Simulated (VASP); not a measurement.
# MgS (Niningerite): Mg into a neighbouring Mg vacancy, part 2 of 2

How hard is this move in MgS (Niningerite): Mg into a neighbouring Mg vacancy? Both ends are relaxed first, then a band of images between them. The start is a cell from a database of measured crystal structures.

VASP 6.6.1; PBEsol; plane waves and PAW (S, Mg).

So far. Step 3 (Relax the start): The run ended after 7 ionic steps, 0.559 eV below its first step, once the forces on the free atoms met EDIFFG = -0.05. Step 4 (Relax the end): The run ended after 8 ionic steps, 0.670 eV below its first step, once the forces on the free atoms met EDIFFG = -0.05.

### 5. Nudged elastic band

Images on a straight line between the ends relax across the path, while springs keep them spaced along it.

This cell carries charge -2, set by NELECT and balanced by a uniform background.

File INCAR:

```
SYSTEM = Mg26S27
PREC = Normal
ENCUT = 280
EDIFF = 1E-05
NELM = 120
ISMEAR = 0
SIGMA = 0.05
LREAL = Auto
ALGO = Fast
GGA = PS
NELECT = 216
NBANDS = 150
LWAVE = .FALSE.
LCHARG = .FALSE.
NCORE = 2
LASPH = .TRUE.
IMAGES = 3
SPRING = -5
IBRION = 1
POTIM = 0.3
NSW = 50
EDIFFG = -0.05
ISYM = 0
ISIF = 0
```

File POSCAR:

```
Mg26S27
1.0
    0.0000000000      7.7690246511      7.7690246511
    7.7690246511      0.0000000000      7.7690246511
    7.7690246511      7.7690246511      0.0000000000
S Mg
27 26
Direct
    0.1663503567      0.1670297191      0.1682622349
    0.1667928852      0.1667746461      0.4990513501
    0.1710610020      0.1711444424      0.8291564959
    0.1664586160      0.4980869365      0.1678324698
    0.1634060450      0.4997127007      0.5006600383
    0.1641148422      0.4999928634      0.8355662703
    0.1711550727      0.8278967509      0.1722786461
    0.1639342653      0.8356994088      0.4998734809
    0.1720077762      0.8276343542      0.8272556750
    0.4977410452      0.1670568665      0.1678143036
    0.4987489880      0.1651350912      0.5004327386
    0.4986461167      0.1643981733      0.8361736863
    0.4994316144      0.5002989101      0.1646092158
    0.4993586596      0.4999772133      0.5001646245
    0.4996069647      0.4992924526      0.8358706811
    0.4997498000      0.8352043641      0.1649843026
    0.5005659952      0.8349690809      0.4997977074
    0.5013859551      0.8321736134      0.8331066434
    0.8273634910      0.1721657807      0.1722253944
    0.8345357949      0.1641803852      0.5008108019
    0.8273343336      0.1711947540      0.8290583920
    0.8349892458      0.4998001638      0.1649260582
    0.8347411362      0.4992241737      0.5007280910
    0.8327290412      0.5014132798      0.8332088138
    0.8285566926      0.8280317880      0.1716428879
    0.8315922626      0.8326643525      0.5023447992
    0.8322749304      0.8328386425      0.8325600021
    0.9987385243      0.0000358481      0.3264057874
    0.9997745079      0.9996046578      0.6742506344
    0.9999263319      0.3254448447      0.0006834749
    0.9977049268      0.3334590230      0.3346726355
    0.9994221092      0.3248842664      0.6753429676
    0.9998281515      0.6739717231      0.9995923306
    0.9990660274      0.6738537434      0.3267881089
    0.0013672337      0.6664776870      0.6658992031
    0.3255880038      0.9994607476      0.0009652111
    0.3338443689      0.9980276973      0.3343516560
    0.3262704386      0.9993751389      0.6740963006
    0.3332533293      0.3334087999      0.9992959670
    0.3332543474      0.3341251304      0.3339871242
    0.3298993385      0.3317223342      0.6692893233
    0.3251103763      0.6741111569      0.0001298314
    0.3310484073      0.6680432590      0.3318424716
    0.3320520280      0.6682924125      0.6672748444
    0.6733021874      0.9994212369      0.0006012200
    0.6737326066      0.9999703571      0.3261491028
    0.6645014366      0.0021618343      0.6664648138
    0.6735224863      0.3262577421      0.0000889724
    0.6674250352      0.3319161327      0.3321868329
    0.6674598703      0.3307560953      0.6692484617
    0.6658872484      0.6661808108      0.0017716307
    0.6688417813      0.6681834819      0.3314125161
    0.6661032035      0.6647537163      0.6669912185
```

File KPOINTS:

```
Automatic mesh
0
Gamma
2 2 2
0 0 0
```

File 00/POSCAR:

```
Mg26S27
1.0
    0.0000000000      7.7690246511      7.7690246511
    7.7690246511      0.0000000000      7.7690246511
    7.7690246511      7.7690246511      0.0000000000
S Mg
27 26
Direct
    0.1663503567      0.1670297191      0.1682622349
    0.1667928852      0.1667746461      0.4990513501
    0.1710610020      0.1711444424      0.8291564959
    0.1664586160      0.4980869365      0.1678324698
    0.1634060450      0.4997127007      0.5006600383
    0.1641148422      0.4999928634      0.8355662703
    0.1711550727      0.8278967509      0.1722786461
    0.1639342653      0.8356994088      0.4998734809
    0.1720077762      0.8276343542      0.8272556750
    0.4977410452      0.1670568665      0.1678143036
    0.4987489880      0.1651350912      0.5004327386
    0.4986461167      0.1643981733      0.8361736863
    0.4994316144      0.5002989101      0.1646092158
    0.4993586596      0.4999772133      0.5001646245
    0.4996069647      0.4992924526      0.8358706811
    0.4997498000      0.8352043641      0.1649843026
    0.5005659952      0.8349690809      0.4997977074
    0.5013859551      0.8321736134      0.8331066434
    0.8273634910      0.1721657807      0.1722253944
    0.8345357949      0.1641803852      0.5008108019
    0.8273343336      0.1711947540      0.8290583920
    0.8349892458      0.4998001638      0.1649260582
    0.8347411362      0.4992241737      0.5007280910
    0.8327290412      0.5014132798      0.8332088138
    0.8285566926      0.8280317880      0.1716428879
    0.8315922626      0.8326643525      0.5023447992
    0.8322749304      0.8328386425      0.8325600021
    0.9987385243      0.0000358481      0.3264057874
    0.9997745079      0.9996046578      0.6742506344
    0.9999263319      0.3254448447      0.0006834749
    0.9977049268      0.3334590230      0.3346726355
    0.9994221092      0.3248842664      0.6753429676
    0.9998281515      0.6739717231      0.9995923306
    0.9990660274      0.6738537434      0.3267881089
    0.0013672337      0.6664776870      0.6658992031
    0.3255880038      0.9994607476      0.0009652111
    0.3338443689      0.9980276973      0.3343516560
    0.3262704386      0.9993751389      0.6740963006
    0.3332533293      0.3334087999      0.9992959670
    0.3332543474      0.3341251304      0.3339871242
    0.3298993385      0.3317223342      0.6692893233
    0.3251103763      0.6741111569      0.0001298314
    0.3310484073      0.6680432590      0.3318424716
    0.3320520280      0.6682924125      0.6672748444
    0.6733021874      0.9994212369      0.0006012200
    0.6737326066      0.9999703571      0.3261491028
    0.6645014366      0.0021618343      0.6664648138
    0.6735224863      0.3262577421      0.0000889724
    0.6674250352      0.3319161327      0.3321868329
    0.6674598703      0.3307560953      0.6692484617
    0.6658872484      0.6661808108      0.0017716307
    0.6688417813      0.6681834819      0.3314125161
    0.6661032035      0.6647537163      0.6669912185
```

File 01/POSCAR:

```
Mg26S27
1.0
    0.0000000000      7.7690246511      7.7690246511
    7.7690246511      0.0000000000      7.7690246511
    7.7690246511      7.7690246511      0.0000000000
S Mg
27 26
Direct
    0.1674704476      0.1679927820      0.1669050379
    0.1667853696      0.1668199016      0.4996415860
    0.1700620357      0.1701518395      0.8296901771
    0.1656782919      0.4985510061      0.1684097261
    0.1643425770      0.4993208840      0.5006553239
    0.1639480919      0.4999407566      0.8350853016
    0.1712248920      0.8279036971      0.1697911454
    0.1656094152      0.8336534157      0.5013528248
    0.1697687152      0.8294668662      0.8291897191
    0.4980741075      0.1664053566      0.1682040742
    0.4984619286      0.1656382302      0.5006477296
    0.4987669918      0.1647495927      0.8356118243
    0.4997328649      0.4998871986      0.1657216000
    0.4995447282      0.5000246096      0.4993870342
    0.4994233208      0.4996399197      0.8353089972
    0.5000839064      0.8346393789      0.1651826069
    0.4999921191      0.8351592157      0.4994495340
    0.5009295059      0.8331221349      0.8332329067
    0.8275904731      0.1717611915      0.1696786464
    0.8328371222      0.1660214374      0.5020932470
    0.8293169132      0.1696343206      0.8300118562
    0.8344732295      0.5000763030      0.1649979760
    0.8347516158      0.4995578565      0.4998569456
    0.8332965203      0.5009969460      0.8332215180
    0.8292645126      0.8291954422      0.1703812767
    0.8304571963      0.8317204080      0.5030824131
    0.8320640239      0.8329369809      0.8334310645
    0.9989090048     -0.0001164075      0.2467442848
    0.9998816999      0.9995138567      0.6707890207
    0.9999491944      0.3253429348      0.0023310452
    0.9980587128      0.3315812171      0.3345043308
    0.9991182440      0.3272520429      0.6731469131
    1.0000537964      0.6718988761      0.9996522311
    0.9990733561      0.6739814027      0.3284358287
    0.0005702681      0.6682335923      0.6645453659
    0.3257289462      0.9996970801      0.0024566999
    0.3317896135      0.9982395553      0.3343290612
    0.3278732380      0.9989855568      0.6727010659
    0.3323112394      0.3330554319      1.0003198166
    0.3333232022      0.3339209146      0.3336045218
    0.3308891992      0.3323307036      0.6686647148
    0.3267609436      0.6725066100      0.0008334657
    0.3298306820      0.6693053303      0.3322344035
    0.3316035993      0.6682301358      0.6668531916
    0.6713023958      1.0002386712      0.0003244736
    0.6733694834      0.9999037828      0.3281955200
    0.6665305600      0.0018166033      0.6649888493
    0.6722985178      0.3273381157      0.0005010491
    0.6691538532      0.3302249150      0.3325103674
    0.6676596585      0.3311003477      0.6680688230
    0.6658599436      0.6660892488      0.0011656615
    0.6680502119      0.6677231347      0.3320737257
    0.6663994106      0.6657515164      0.6664366994
```

File 02/POSCAR:

```
Mg26S27
1.0
    0.0000000000      7.7690246511      7.7690246511
    7.7690246511      0.0000000000      7.7690246511
    7.7690246511      7.7690246511      0.0000000000
S Mg
27 26
Direct
    0.1685905384      0.1689558449      0.1655478409
    0.1667778541      0.1668651570      0.5002318219
    0.1690630694      0.1691592366      0.8302238584
    0.1648979678      0.4990150757      0.1689869824
    0.1652791091      0.4989290674      0.5006506095
    0.1637813416      0.4998886499      0.8346043329
    0.1712947112      0.8279106433      0.1673036447
    0.1672845650      0.8316074226      0.5028321688
    0.1675296541      0.8312993783      0.8311237631
    0.4984071698      0.1657538467      0.1685938448
    0.4981748693      0.1661413693      0.5008627206
    0.4988878669      0.1651010121      0.8350499624
    0.5000341154      0.4994754870      0.1668339842
    0.4997307969      0.5000720058      0.4986094438
    0.4992396769      0.4999873868      0.8347473134
    0.5004180129      0.8340743936      0.1653809111
    0.4994182430      0.8353493506      0.4991013607
    0.5004730566      0.8340706564      0.8333591700
    0.8278174552      0.1713566024      0.1671318985
    0.8311384495      0.1678624896      0.5033756920
    0.8312994929      0.1680738871      0.8309653204
    0.8339572131      0.5003524422      0.1650698938
    0.8347620954      0.4998915392      0.4989858002
    0.8338639994      0.5005806123      0.8332342221
    0.8299723325      0.8303590964      0.1691196656
    0.8293221300      0.8307764634      0.5038200270
    0.8318531174      0.8330353194      0.8343021269
    0.9990794852     -0.0002686631      0.1670827823
    0.9999888920      0.9994230556      0.6673274070
    0.9999720569      0.3252410250      0.0039786155
    0.9984124988      0.3297034112      0.3343360262
    0.9988143788      0.3296198194      0.6709508586
    1.0002794414      0.6698260291      0.9997121316
    0.9990806848      0.6741090620      0.3300835485
   -0.0002266975      0.6699894976      0.6631915288
    0.3258698886      0.9999334126      0.0039481888
    0.3297348582      0.9984514132      0.3343064664
    0.3294760374      0.9985959747      0.6713058312
    0.3313691494      0.3327020640      1.0013436662
    0.3333920571      0.3337166987      0.3332219193
    0.3318790600      0.3329390730      0.6680401063
    0.3284115108      0.6709020631      0.0015371000
    0.3286129567      0.6705674016      0.3326263354
    0.3311551706      0.6681678592      0.6664315387
    0.6693026042      1.0010561056      0.0000477271
    0.6730063601      0.9998372086      0.3302419373
    0.6685596834      0.0014713723      0.6635128848
    0.6710745492      0.3284184893      0.0009131258
    0.6708826711      0.3285336972      0.3328339020
    0.6678594467      0.3314446000      0.6668891844
    0.6658326388      0.6659976868      0.0005596923
    0.6672586426      0.6672627876      0.3327349352
    0.6666956176      0.6667493164      0.6658821802
```

File 03/POSCAR:

```
Mg26S27
1.0
    0.0000000000      7.7690246511      7.7690246511
    7.7690246511      0.0000000000      7.7690246511
    7.7690246511      7.7690246511      0.0000000000
S Mg
27 26
Direct
    0.1697106293      0.1699189078      0.1641906438
    0.1667703386      0.1669104125      0.5008220578
    0.1680641031      0.1681666336      0.8307575396
    0.1641176438      0.4994791453      0.1695642387
    0.1662156412      0.4985372508      0.5006458951
    0.1636145913      0.4998365432      0.8341233642
    0.1713645305      0.8279175894      0.1648161440
    0.1689597148      0.8295614295      0.5043115128
    0.1652905930      0.8331318904      0.8330578072
    0.4987402320      0.1651023368      0.1689836154
    0.4978878100      0.1666445084      0.5010777116
    0.4990087420      0.1654524315      0.8344881004
    0.5003353659      0.4990637754      0.1679463685
    0.4999168656      0.5001194021      0.4978318535
    0.4990560330      0.5003348538      0.8341856295
    0.5007521194      0.8335094084      0.1655792154
    0.4988443668      0.8355394854      0.4987531874
    0.5000166074      0.8350191780      0.8334854334
    0.8280444374      0.1709520132      0.1645851506
    0.8294397768      0.1697035418      0.5046581371
    0.8332820726      0.1665134536      0.8319187845
    0.8334411968      0.5006285815      0.1651418117
    0.8347725750      0.5002252220      0.4981146548
    0.8344314786      0.5001642786      0.8332469262
    0.8306801525      0.8315227505      0.1678580544
    0.8281870636      0.8298325188      0.5045576410
    0.8316422108      0.8331336578      0.8351731894
    0.9992499656     -0.0004209187      0.0874212797
    1.0000960840      0.9993322545      0.6638657934
    0.9999949194      0.3251391152      0.0056261858
    0.9987662847      0.3278256054      0.3341677215
    0.9985105136      0.3319875959      0.6687548040
    1.0005050863      0.6677531821      0.9997720321
    0.9990880134      0.6742367213      0.3317312683
   -0.0010236631      0.6717454028      0.6618376916
    0.3260108309      1.0001697452      0.0054396776
    0.3276801028      0.9986632712      0.3342838716
    0.3310788368      0.9982063926      0.6699105966
    0.3304270594      0.3323486960      1.0023675159
    0.3334609120      0.3335124828      0.3328393168
    0.3328689207      0.3335474424      0.6674154978
    0.3300620780      0.6692975162      0.0022407342
    0.3273952314      0.6718294730      0.3330182673
    0.3307067420      0.6681055826      0.6660098858
    0.6673028127      1.0018735400     -0.0002290193
    0.6726432368      0.9997706344      0.3322883546
    0.6705888068      0.0011261413      0.6620369204
    0.6698505806      0.3294988629      0.0013252024
    0.6726114890      0.3268424795      0.3331574366
    0.6680592349      0.3317888524      0.6657095457
    0.6658053339      0.6659061248     -0.0000462769
    0.6664670732      0.6668024404      0.3333961448
    0.6669918246      0.6677471165      0.6653276611
```

File 04/POSCAR:

```
Mg26S27
1.0
    0.0000000000      7.7690246511      7.7690246511
    7.7690246511      0.0000000000      7.7690246511
    7.7690246511      7.7690246511      0.0000000000
S Mg
27 26
Direct
    0.1708307202      0.1708819707      0.1628334468
    0.1667628230      0.1669556680      0.5014122937
    0.1670651368      0.1671740307      0.8312912209
    0.1633373197      0.4999432149      0.1701414950
    0.1671521732      0.4981454341      0.5006411807
    0.1634478410      0.4997844364      0.8336423955
    0.1714343498      0.8279245356      0.1623286433
    0.1706348647      0.8275154364      0.5057908567
    0.1630515320      0.8349644024      0.8349918513
    0.4990732943      0.1644508269      0.1693733860
    0.4976007506      0.1671476474      0.5012927026
    0.4991296171      0.1658038509      0.8339262384
    0.5006366164      0.4986520639      0.1690587527
    0.5001029342      0.5001667984      0.4970542632
    0.4988723891      0.5006823209      0.8336239456
    0.5010862258      0.8329444232      0.1657775197
    0.4982704907      0.8357296202      0.4984050140
    0.4995601582      0.8359676995      0.8336116967
    0.8282714195      0.1705474240      0.1620384026
    0.8277411041      0.1715445940      0.5059405821
    0.8352646522      0.1649530202      0.8328722487
    0.8329251805      0.5009047207      0.1652137295
    0.8347830546      0.5005589048      0.4972435094
    0.8349989577      0.4997479448      0.8332596304
    0.8313879725      0.8326864047      0.1665964432
    0.8270519973      0.8288885743      0.5052952549
    0.8314313043      0.8332319962      0.8360442518
    0.9994204461     -0.0005731743      0.0077597772
    1.0002032760      0.9992414534      0.6604041797
    1.0000177819      0.3250372053      0.0072737561
    0.9991200707      0.3259477995      0.3339994168
    0.9982066484      0.3343553724      0.6665587495
    1.0007307312      0.6656803351      0.9998319326
    0.9990953421      0.6743643806      0.3333789881
   -0.0018206287      0.6735013081      0.6604838544
    0.3261517733      1.0004060777      0.0069311665
    0.3256253474      0.9988751292      0.3342612768
    0.3326816362      0.9978168105      0.6685153619
    0.3294849695      0.3319953280      1.0033913655
    0.3335297668      0.3333082670      0.3324567144
    0.3338587815      0.3341558118      0.6667908893
    0.3317126453      0.6676929693      0.0029443685
    0.3261775061      0.6730915443      0.3334101992
    0.3302583133      0.6680433059      0.6655882330
    0.6653030211      1.0026909743     -0.0005057657
    0.6722801136      0.9997040601      0.3343347718
    0.6726179302      0.0007809103      0.6605609559
    0.6686266121      0.3305792365      0.0017372791
    0.6743403070      0.3251512618      0.3334809711
    0.6682590231      0.3321331048      0.6645299070
    0.6657780291      0.6658145628     -0.0006522461
    0.6656755038      0.6663420932      0.3340573544
    0.6672880317      0.6687449166      0.6647731420
```

The projector-augmented-wave data sets are S and Mg (PBE family, release 64).

Command:

```console
$ mpirun -np 6 vasp_std
```

Run time: 23 min. Hardware: 6 MPI ranks of Intel Xeon Platinum 8259CL at 2.50GHz (Skylake/Cascade Lake), shared host; peak memory 2 GiB.

The path, image by image:

```csv
image,path (A),energy (eV),"Mg28: x, y, z (Å)"
0,0.000,0.0000,"2.536, 10.295, 7.760"
1,1.056,0.6232,"1.973, 9.741, 7.763"
2,2.107,1.3655,"1.292, 9.058, 7.754"
3,3.159,0.6116,"0.612, 8.375, 7.763"
4,4.216,0.0029,"0.056, 7.825, 7.760"
```

Numbers from this step:

* electronic cycles: 115
* path length (all atoms, rigid shifts included): 4.216 Å
* barrier: 1.365 eV
* barrier in the reverse direction: 1.363 eV
* barrier from a spline through the images: 1.365 eV
* reaction energy: 0.002852 eV

What the program prints for this run, and its count of cycles, belong to image 1; the force that counts for the threshold is the band's, across the path.

### 6. What came out

* hop: Mg into a neighbouring Mg vacancy
* barrier: 1.37 eV
* barrier in the reverse direction: 1.36 eV
* barrier from a spline through the images: 1.37 eV
* reaction energy: 0.00285 eV
* path length (all atoms, rigid shifts included): 4.22 Å

**Reading.** The barrier is 1.37 eV forwards and 1.36 eV backwards. With an attempt frequency of 10¹³ per second, taken as a typical value, this barrier gives about 10^-10 hops a second at 300 K. Both ends are alike and an image sits at the midpoint, which is the saddle if the path is symmetric. The band met its force threshold after 15 steps. Cell and mesh are small and were not tested. The band started on a straight line, so other routes may lie lower.

[Lines on the potential files, build, host, timing and source positions are cut from VASP's logs without a mark.]

[Logs are printed without paths, hosts, clocks, repeated set-up lines and the standing remarks that a program may print on its own settings, such as how far it seeks lower states.]

[Hosts, paths, dates, database ids (printed as entryN), source tags and the programs' standing remarks are cut or masked in the printed files.]

[Runs that stopped without an error message from VASP are left out.]
